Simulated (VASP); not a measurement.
An input for Quantum ESPRESSO's pw.x (written as the equivalent of a VASP run, and not itself run):

```
&CONTROL
  calculation = 'vc-relax'
  pseudo_dir = './pseudo'
  outdir = './out'
  tprnfor = .true.
  tstress = .true.
  nstep = 60
  forc_conv_thr = 0.00039
/
&SYSTEM
  ibrav = 0
  nat = 2
  ntyp = 2
  ecutwfc = 82
  occupations = 'smearing'
  smearing = 'methfessel-paxton'
  degauss = 0.00735
  input_dft = 'vdw-df-ob86'
/
&ELECTRONS
  conv_thr = 7.3e-08
  electron_maxstep = 100
/
&IONS
/
&CELL
/
ATOMIC_SPECIES
  In 114.818 In.upf
  Pd 106.420 Pd.upf
CELL_PARAMETERS angstrom
     3.2500000    0.0000000    0.0000000
     0.0000000    3.2500000    0.0000000
     0.0000000    0.0000000    3.2500000
ATOMIC_POSITIONS crystal
  In   0.5000000  0.5000000  0.5000000
  Pd   0.0000000  0.0000000  0.0000000
K_POINTS automatic
  10 10 10 0 0 0
```

Q: Translate this input to VASP (INCAR, KPOINTS, POSCAR, choice of POTCAR).

A: Several could match; the one computed here: 
### INCAR
```
SYSTEM = PdIn
PREC = Accurate
ENCUT = 520
EDIFF = 1E-6
NELM = 100
ALGO = Normal
LREAL = .FALSE.
LASPH = .TRUE.
ISMEAR = 1
SIGMA = 0.1
GGA = MK
PARAM1 = 0.1234
PARAM2 = 1.0
LUSE_VDW = .TRUE.
AGGAC = 0.0
LMAXMIX = 4
LWAVE = .FALSE.
LCHARG = .FALSE.
IBRION = 2
ISIF = 3
NSW = 60
EDIFFG = -0.01
```

KPOINTS:
```
Automatic mesh
0
Gamma
10 10 10
0 0 0
```

**POSCAR**
```
PdIn
1.0
  3.2500000000   0.0000000000   0.0000000000
  0.0000000000   3.2500000000   0.0000000000
  0.0000000000   0.0000000000   3.2500000000
In Pd
1 1
direct
  0.5000000000   0.5000000000   0.5000000000
  0.0000000000   0.0000000000   0.0000000000
```

POTCAR, in this order: In_d Pd (PBE.64 set). Program: vasp_std.

The two are equivalent in intent, not identical: the potentials are each code's own (VASP's PAW set, PseudoDojo norm-conserving files in pw.x), so ENCUT and ecutwfc are chosen apart and not converted; conv_thr bounds pw.x's estimated SCF error, while EDIFF bounds the energy change between steps; forc_conv_thr acts on force components and is met together with etot_conv_thr.

The compound is PdIn in the CsCl type structure. This run relaxes it. Symmetry was kept, so distortions that lower it aren't found.
